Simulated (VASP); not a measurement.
All values below come from LDA (Ceperley-Alder, Perdew-Zunger), VASP's LDA PAW potentials (set 64) (plane waves; VASP 6.6.1).

A VASP calculation is set up with these files.

File KPOINTS:
```
kpoints
0
Gamma
 5 5 5
```

**POSCAR**
```
FeSi
1
    4.3730615076     0.0000000000     0.0000000000
    0.0000000000     4.3730615076     0.0000000000
    0.0000000000     0.0000000000     4.3730615076
Fe Si
4 4
Direct
  0.8627984449   0.6372015551   0.3627984449
  0.3627984449   0.8627984449   0.6372015551
  0.1372015551   0.1372015551   0.1372015551
  0.6372015551   0.3627984449   0.8627984449
  0.1590881065   0.3409118935   0.6590881065
  0.6590881065   0.1590881065   0.3409118935
  0.8409118935   0.8409118935   0.8409118935
  0.3409118935   0.6590881065   0.1590881065
```

INCAR:
```
ALGO = Normal
EDIFF = 1E-6
EDIFFG = -0.02
ENCUT = 500
IBRION = 2
ISIF = 3
ISMEAR = 0
LASPH = .TRUE.
LCHARG = .FALSE.
LMAXMIX = 4
LREAL = .FALSE.
LWAVE = .FALSE.
NELM = 100
NSW = 40
PREC = Accurate
PSTRESS = 50
SIGMA = 0.05
SYSTEM = FeSi
```

POTCAR, in this order: Fe Si (LDA.64 set). Program: vasp_std.

The resulting files:

### OSZICAR
```
       N       E                     dE             d eps       ncg     rms          rms(c)
DAV:   1     0.358101159132E+03    0.35810E+03   -0.19620E+04   638   0.186E+03
DAV:   2    -0.330926898882E+02   -0.39119E+03   -0.37968E+03   638   0.429E+02
DAV:   3    -0.725697315448E+02   -0.39477E+02   -0.36503E+02   971   0.152E+02
DAV:   4    -0.741407431998E+02   -0.15710E+01   -0.15239E+01   983   0.379E+01
DAV:   5    -0.741692042440E+02   -0.28461E-01   -0.28394E-01  1004   0.479E+00    0.338E+01
DAV:   6    -0.775598719059E+02   -0.33907E+01   -0.20649E+02   952   0.172E+02    0.277E+01
DAV:   7    -0.669208199146E+02    0.10639E+02   -0.81360E+01   957   0.121E+02    0.998E+00
DAV:   8    -0.666519885224E+02    0.26883E+00   -0.35584E+00   871   0.167E+01    0.292E+00
DAV:   9    -0.665683761622E+02    0.83612E-01   -0.41109E-01  1002   0.662E+00    0.114E+00
DAV:  10    -0.665573219483E+02    0.11054E-01   -0.13387E-02   807   0.128E+00    0.425E-01
DAV:  11    -0.665558329017E+02    0.14890E-02   -0.92456E-03  1007   0.113E+00    0.139E-01
DAV:  12    -0.665557477614E+02    0.85140E-04   -0.38015E-04  1007   0.209E-01    0.511E-02
DAV:  13    -0.665557422985E+02    0.54629E-05   -0.38462E-05   940   0.456E-02    0.167E-02
DAV:  14    -0.665557417305E+02    0.56799E-06   -0.23071E-06   500   0.164E-02
   1 F= -.63945888E+02 E0= -.63945408E+02  d E =-.639459E+02
       N       E                     dE             d eps       ncg     rms          rms(c)
DAV:   1    -0.672925743779E+02   -0.73683E+00   -0.20604E+01   643   0.647E+01    0.962E+00
DAV:   2    -0.673229977054E+02   -0.30423E-01   -0.18554E+01   947   0.572E+01    0.760E+00
DAV:   3    -0.664322423216E+02    0.89076E+00   -0.69309E+00   947   0.350E+01    0.208E+00
DAV:   4    -0.663935712598E+02    0.38671E-01   -0.22446E-01   977   0.516E+00    0.524E-01
DAV:   5    -0.663909197949E+02    0.26515E-02   -0.60634E-03  1007   0.697E-01    0.264E-01
DAV:   6    -0.663900950406E+02    0.82475E-03   -0.82708E-04   691   0.262E-01    0.533E-02
DAV:   7    -0.663901050614E+02   -0.10021E-04   -0.25980E-04  1012   0.134E-01    0.260E-02
DAV:   8    -0.663901016349E+02    0.34265E-05   -0.15785E-05   996   0.465E-02    0.938E-03
DAV:   9    -0.663901008530E+02    0.78191E-06   -0.10365E-06   424   0.132E-02
   2 F= -.63902429E+02 E0= -.63902149E+02  d E =0.434585E-01
       N       E                     dE             d eps       ncg     rms          rms(c)
DAV:   1    -0.669064853507E+02   -0.51638E+00   -0.82036E+00   651   0.413E+01    0.587E+00
DAV:   2    -0.670433522631E+02   -0.13687E+00   -0.91929E+00   952   0.401E+01    0.561E+00
DAV:   3    -0.665433374311E+02    0.50001E+00   -0.34691E+00   952   0.234E+01    0.117E+00
DAV:   4    -0.665355630017E+02    0.77744E-02   -0.63468E-02   787   0.193E+00    0.471E-01
DAV:   5    -0.665331503282E+02    0.24127E-02   -0.10970E-02   982   0.128E+00    0.118E-01
DAV:   6    -0.665330754116E+02    0.74917E-04   -0.42769E-04   888   0.178E-01    0.316E-02
DAV:   7    -0.665330763616E+02   -0.95001E-06   -0.38220E-05   981   0.532E-02    0.141E-02
DAV:   8    -0.665330769078E+02   -0.54622E-06   -0.20718E-06   537   0.204E-02
   3 F= -.63969745E+02 E0= -.63969351E+02  d E =-.238571E-01
       N       E                     dE             d eps       ncg     rms          rms(c)
DAV:   1    -0.665322031456E+02    0.87322E-03   -0.11682E-03   648   0.492E-01    0.707E-02
DAV:   2    -0.665322167760E+02   -0.13630E-04   -0.12573E-03   952   0.466E-01    0.647E-02
DAV:   3    -0.665321508403E+02    0.65936E-04   -0.47609E-04   957   0.280E-01    0.142E-02
DAV:   4    -0.665321490438E+02    0.17965E-05   -0.10990E-05   811   0.316E-02    0.288E-03
DAV:   5    -0.665321489836E+02    0.60180E-07   -0.34531E-07   369   0.621E-03
   4 F= -.63969742E+02 E0= -.63969349E+02  d E =-.238540E-01
       N       E                     dE             d eps       ncg     rms          rms(c)
DAV:   1    -0.665315371265E+02    0.61192E-03   -0.16313E-01   638   0.236E+00    0.101E-01
DAV:   2    -0.665318024560E+02   -0.26533E-03   -0.39645E-03   890   0.512E-01    0.621E-02
DAV:   3    -0.665317762718E+02    0.26184E-04   -0.36198E-04   978   0.240E-01    0.474E-02
DAV:   4    -0.665317570035E+02    0.19268E-04   -0.17741E-04  1002   0.171E-01    0.243E-02
DAV:   5    -0.665317497846E+02    0.72189E-05   -0.38481E-05   989   0.810E-02    0.438E-03
DAV:   6    -0.665317496644E+02    0.12023E-06   -0.67798E-07   404   0.933E-03
   5 F= -.63970592E+02 E0= -.63970153E+02  d E =-.849769E-03
       N       E                     dE             d eps       ncg     rms          rms(c)
DAV:   1    -0.665308585199E+02    0.89126E-03   -0.98278E-02   638   0.183E+00    0.775E-02
DAV:   2    -0.665310176245E+02   -0.15910E-03   -0.23797E-03   890   0.397E-01    0.483E-02
DAV:   3    -0.665310020898E+02    0.15535E-04   -0.21502E-04   978   0.185E-01    0.365E-02
DAV:   4    -0.665309906137E+02    0.11476E-04   -0.10753E-04  1007   0.133E-01    0.191E-02
DAV:   5    -0.665309861353E+02    0.44784E-05   -0.23796E-05   952   0.638E-02    0.326E-03
DAV:   6    -0.665309860709E+02    0.64471E-07   -0.50185E-07   374   0.805E-03
   6 F= -.63970797E+02 E0= -.63970319E+02  d E =-.105502E-02
```

OUTCAR:
```
------------------------ aborting loop because EDIFF is reached ----------------------------------------
  FORCE on cell =-STRESS in cart. coord.  units (eV):
  Direction    XX          YY          ZZ          XY          YZ          ZX
  --------------------------------------------------------------------------------------
  Total        2.6037110      2.6037110      2.6037110      0.0000000      0.0000000      0.0000000
  in kB       50.8499725     50.8499725     50.8499725      0.0000000      0.0000000      0.0000000
  external PRESSURE =       0.8499725 kB  Pullay stress =      50.0000000 kB
  volume of cell :       82.04
      direct lattice vectors                 reciprocal lattice vectors
     4.345144370  0.000000000 -0.000000000     0.230141950 -0.000000000 -0.000000000
     0.000000000  4.345144370  0.000000000    -0.000000000  0.230141950 -0.000000000
     0.000000000  0.000000000  4.345144370     0.000000000 -0.000000000  0.230141950
 POSITION                                       TOTAL-FORCE (eV/Angst)
 -----------------------------------------------------------------------------------
      3.74571      2.77200      1.57314        -0.001513      0.001513     -0.001513
      1.57314      3.74571      2.77200        -0.001513     -0.001513      0.001513
      0.59943      0.59943      0.59943         0.001513      0.001513      0.001513
      2.77200      1.57314      3.74571         0.001513     -0.001513     -0.001513
      0.68978      1.48279      2.86235         0.000823     -0.000823      0.000823
      2.86235      0.68978      1.48279         0.000823      0.000823     -0.000823
      3.65536      3.65536      3.65536        -0.000823     -0.000823     -0.000823
      1.48279      2.86235      0.68978        -0.000823      0.000823      0.000823
 -----------------------------------------------------------------------------------
    total drift:                                0.000000     -0.000000     -0.000000
  FREE ENERGIE OF THE ION-ELECTRON SYSTEM (eV)
  ---------------------------------------------------
  free  energy   TOTEN  =       -66.5309860709 eV

  energy  without entropy=      -66.5300297059  energy(sigma->0) =      -66.53050789
  enthalpy is  TOTEN    =       -63.9707969121 eV   P V=        2.5601891588

 reached required accuracy - stopping structural energy minimisation
```
(Selected blocks of OUTCAR.)

### CONTCAR
```
FeSi
   1.00000000000000
     4.3451443703971240    0.0000000000000000   -0.0000000000000000
     0.0000000000000000    4.3451443703971240    0.0000000000000000
     0.0000000000000000    0.0000000000000000    4.3451443703971240
  Fe              Si
     4     4
Direct
     0.8620456505974617    0.6379543494025383    0.3620456505974617
     0.3620456505974617    0.8620456505974617    0.6379543494025383
     0.1379543494025383    0.1379543494025383    0.1379543494025383
     0.6379543494025383    0.3620456505974617    0.8620456505974617
     0.1587476751609294    0.3412523248390705    0.6587476751609295
     0.6587476751609295    0.1587476751609294    0.3412523248390705
     0.8412523248390705    0.8412523248390705    0.8412523248390705
     0.3412523248390705    0.6587476751609295    0.1587476751609294
```

The compound is FeSi in the B20 structure. This run relaxes it under an external pressure of 5 GPa. Symmetry was kept, so distortions that lower it aren't found. The run is not spin-polarised, so no magnetic state was tried.
